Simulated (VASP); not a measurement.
Shape and ions are relaxed at each volume.

Energy against volume of BN (wurtzite). Method: PW91 GGA, VASP's PBE PAW potentials (set 64) (plane waves; VASP 6.6.1).

```tsv
V (Å³/atom)	E (eV/atom)
5.612	-8.70730
5.791	-8.72859
5.970	-8.73543
6.149	-8.72970
6.329	-8.71306
```

**Question.** Fit a third-order Birch-Murnaghan equation of state.

**Answer.** 
volume per atom: 5.97 Å³/atom
bulk modulus: 373 GPa
pressure derivative of the bulk modulus: 3.67

Measured: bulk modulus 375 GPa (computed value off by -0.6 %), as given by Equation of state of wurtzitic boron nitride to 66 GPa, Appl. Phys. Lett., doi 10.1063/1.121186. The calculation is for a static lattice, while the measured bulk modulus holds thermal and zero-point effects, which are part of the difference.

The compound is BN in the wurtzite structure, a metastable high-pressure form. It was relaxed first.
